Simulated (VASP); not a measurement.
Input:

```xyz
6
Lattice="3.5634 0.0000 0.0000 0.0000 3.5634 0.0000 0.0000 0.0000 5.1719" Properties=species:S:1:pos:R:3 pbc="T T T"
Zr     0.0000     0.0000     0.0000
Zr     1.7817     1.7817     2.5859
O      0.0000     1.7817     1.5607
O      0.0000     1.7817     4.1466
O      1.7817     0.0000     1.0252
O      1.7817     0.0000     3.6111
```

The numbers are results of PBE GGA, VASP's PBE PAW potentials (set 64) (plane waves; VASP), not measurements. Numerical set-up: 400 eV cut-off, 9×9×7 Γ-centred mesh, Gaussian smearing of 0.010 eV, potentials Zr_sv O.

At this cut-off the stress carries a Pulay error, which pulls relaxed volumes low.

Q: Which forces act on the atoms, in eV/Å?

A: 
| atom | Fx | Fy | Fz |
|---|---|---|---|
| Zr1 | 0.000 | 0.000 | 0.000 |
| Zr2 | 0.000 | 0.000 | 0.000 |
| O3 | 0.000 | 0.000 | -0.165 |
| O4 | 0.000 | 0.000 | -0.165 |
| O5 | 0.000 | 0.000 | 0.165 |
| O6 | 0.000 | 0.000 | 0.165 |

Q: Give the stress tensor in GPa (positive for a compressed cell).

A: 
```
6.63  0.00  0.00
0.00  6.63  0.00
0.00  0.00  5.16
```
The pressure is its mean diagonal, 6.14 GPa.

The structure comes from a computed database's ZrO2 entry (P4_2/nmc); how it stands against other phases isn't given here. The cell was not relaxed at this level.
